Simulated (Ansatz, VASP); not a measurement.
# Os (linear Os chain) in two plane-wave programs, part 2 of 2

Aim: how closely do two programs agree when they are given the same cell, functional and k mesh? The structure shown is the end of the Ansatz relaxation below.

VASP 6.6.1 and Ansatz 0.2.0.

So far: The starting structure; Ansatz: relaxation, PBE; VASP: single point, PBE; Comparison; Ansatz: relaxation, RPBE; VASP: single point, RPBE.

## 7. Differences

What differs besides the data sets and the points named for the pairs above, as far as they apply: VASP starts from the moments at which Ansatz ended; the data sets hold 16 valence electrons in Ansatz (on its default PAW (the set named soft_2) files) and 8 in VASP; Ansatz makes its cores anew for this functional, VASP keeps those of its PBE data sets; site moments are counted in spheres of each program's own size. Total energies have different zeros and are not compared.

The two programs side by side:

| quantity | Ansatz | VASP | difference |
| --- | --- | --- | --- |
| pressure (GPa) | -0.09 | -0.92 | +0.83 |
| total moment (μB) | 1.36 | 0.51 | +0.85 |
| moment on Os1 (μB) | 0.90 | 0.46 | +0.44 |

The two runs ended with unlike total or site moments, perhaps in different magnetic states; the other differences may follow from that, so they don't measure the programs' precision.

## 8. Ansatz: relaxation, r2SCAN

This run makes the geometry at which the two programs are then compared. The cell compared in this pair holds 127.05 Å³, against 128.50 Å³ for the pair before.

The structure compared here is the end of the Ansatz relaxation.

File input.yaml:

```yaml
crystal:
  lattice:
    - [7.5, 0.0, 0.0]
    - [0.0, 7.5, 0.0]
    - [0.0, 0.0, 2.6784]
  atoms:
    - { symbol: Os, position: [0.5, 0.5, 0.0], spin: 1.5 }
magnetization:
  spin_polarized: true
kpoints:
  mp_grid: { grid: [1, 1, 30] }
scf:
  occupations: { method: fermi_dirac, width: 0.05 }
hamiltonian:
  xc: r2scan
relax:
  cell: { fix: [a, b, alpha, beta, gamma] }
  max_steps: 60
```

Run with:

```
> ansatz run input.yaml --threads 4 --pin off --max-ram 8192MiB --backend cpu --events-out ev --progress --plain --runs-dir out
```

Numbers of over 12 decimals in the logs are rounded to 6 here.

The program printed:

```text
[...]
Crystal: 1 atoms, lattice volume = 150.660 Å³
Basis set: ecut = 500 eV, 3809 PW (Γ), exchange–correlation on 240×240×80 points (64 copies of the dense FFT grid, shifted against one another)
Bands: 13, of which v1, the nominal top of the filled ones, is band 8 counted from 1 (7 counted from 0)
Symmetry: 16 space group operations
[...]
-0.146256       0.000000       0.000000
        0.000000      -0.146256       0.000000
        0.000000       0.000000       0.010857
  P = ⅓ Tr σ = -0.0939 GPa (-0.939 kbar)
--- Relaxed structure (7 steps of the walk, 6 accepted, 1 SCFs on fresh bases) ---
[...]
cell:  # Å, volume = 127.0516 Å³
    - [7.5, 0.0, 0.0]
    - [0.0, 7.5, 0.0]
    - [0.0, 0.0, 2.258696]
  atoms:
    - { symbol: Os, position: [0.5, 0.5, 0.0] }
[key lines of the parts left out:]
SCF converged after 11 iterations
Magnetization: 1.5003 μB (8.7502 up, 7.2498 down)
Free energy (F): -11392.376423 eV
Fermi energy:    -1.939455 eV
```

## 9. VASP: single point, r2SCAN

The same cell, functional, mesh and smearing now go to VASP, with its own data sets.

File INCAR:

```
SYSTEM = Os
PREC = Accurate
ENCUT = 660
EDIFF = 1E-06
NELM = 200
ISMEAR = -1
SIGMA = 0.05
LREAL = .FALSE.
ALGO = Normal
METAGGA = R2SCAN
LASPH = .TRUE.
NBANDS = 11
ISPIN = 2
MAGMOM = 0.99
LMAXMIX = 4
LORBIT = 11
LWAVE = .FALSE.
LCHARG = .FALSE.
ISIF = 2
GGA_COMPAT = .FALSE.
LMIXTAU = .TRUE.
KPAR = 2
```

File POSCAR:

```
Os
1.0
    7.5000000000      0.0000000000      0.0000000000
    0.0000000000      7.5000000000      0.0000000000
    0.0000000000      0.0000000000      2.2586955528
Os
1
Direct
    0.5000000000      0.5000000000      0.0000000000
```

File KPOINTS:

```
Automatic mesh
0
Gamma
1 1 30
0 0 0
```

Potentials, in the order of the species: Os (PBE family, release 64).

Run with:

```
> mpirun -np 2 vasp_std
```

The program printed:

```text
[banner, memory and clock lines left out]
running    2 mpi-ranks, on    1 nodes
[...]
[... a notice as in an earlier step ...]

 LDA part: xc-table for (None), standard interpolation
 POSCAR, INCAR and KPOINTS ok, starting setup
[...]
entering main loop
       N       E                     dE             d eps       ncg     rms          rms(c)
DAV:   1     0.608088599449E+00    0.60809E+00   -0.27363E+03   704   0.570E+02
DAV:   2    -0.449638567517E+02   -0.45572E+02   -0.39242E+02   998   0.119E+02
DAV:   3    -0.495681861552E+02   -0.46043E+01   -0.44456E+01   860   0.397E+01
DAV:   4    -0.496248328996E+02   -0.56647E-01   -0.56494E-01   824   0.508E+00
[...]
DAV:  22    -0.478105431718E+02   -0.71376E-04   -0.11652E-04   722   0.116E-01    0.283E-03
DAV:  23    -0.478105747159E+02   -0.31544E-04   -0.27233E-05   716   0.495E-02    0.646E-04
DAV:  24    -0.478105756495E+02   -0.93361E-06   -0.42170E-07   774   0.526E-03
   1 F= -.47810576E+02 E0= -.47804836E+02  d E =-.114795E-01  mag=     1.4971
```

Parts of OUTCAR (step 9):

```text
  Total       -0.1149120     -0.1149120     -0.5452182      0.0000000      0.0000000      0.0000000
  in kB       -1.4490909     -1.4490909     -6.8754438      0.0000000      0.0000000      0.0000000
  external PRESSURE =      -3.2578752 kB  Pullay stress =       0.0000000 kB

 POSITION                                       TOTAL-FORCE (eV/Angst)
 -----------------------------------------------------------------------------------
      3.75000      3.75000      0.00000         0.000000      0.000000      0.000000
 -----------------------------------------------------------------------------------
    total drift:                                0.000000     -0.000000      0.000000

  FREE ENERGIE OF THE ION-ELECTRON SYSTEM (eV)
  ---------------------------------------------------
  free  energy   TOTEN  =       -47.8105756495 eV

  energy  without entropy=      -47.7990961264  energy(sigma->0) =      -47.80483589

 magnetization (x)
# of ion       s       p       d       tot
------------------------------------------
    1        0.075   0.007   1.322   1.403

[... 1 part as in an earlier step ...]

[... 2 further parts left out ...]
[key lines of the parts left out:]
E-fermi :  -3.7809
```

SCAN-type functionals tend to overstate the moments of itinerant magnets.

## 10. Comparison

What differs besides the data sets and the points named for the pairs above, as far as they apply: VASP keeps PBE cores, Ansatz makes them for the functional; the data sets hold 16 valence electrons in Ansatz (on its default PAW (the set named soft_2) files) and 8 in VASP; the cutoff is 500 eV in Ansatz and 660 eV in VASP. Total energies have different zeros and are not compared.

The two programs side by side:

| quantity | Ansatz | VASP | difference |
| --- | --- | --- | --- |
| pressure (GPa) | -0.09 | -0.33 | +0.23 |
| total moment (μB) | 1.50 | 1.50 | 0.00 |
| moment on Os1 (μB) | 0.99 | 1.40 | -0.42 |

## 11. Summary of results

```json
{
  "difference in pressure (single point, PBE)": "0.28 GPa",
  "difference in total moment (single point, RPBE)": "0.85 μB",
  "difference in total moment (single point, r2SCAN)": "0.0032 μB"
}
```

The difference in pressure is 0.28 GPa (single point, PBE), within the 1 GPa picked in this series as the mark of a large difference. The data sets hold unlike numbers of valence electrons (16 in Ansatz and 8 in VASP), so part of the differences comes from the potentials. The runs of the single point, RPBE pair ended with unlike moments, so it says little about numerical agreement. What causes the difference of the single point, RPBE pair stays open here. 1 further run of this series is not shown here. How closely two codes agree says nothing of how well the functional describes the real material.

[Lines on the potential files, build, host, timing and source positions are cut from VASP's logs without a mark.]

[Logs are printed without paths, hosts, clocks, repeated set-up lines and the standing remarks that a program may print on its own settings, such as how far it seeks lower states.]

[Hosts, paths, dates, database ids (printed as entryN), source tags and the programs' standing remarks are cut or masked in the printed files.]
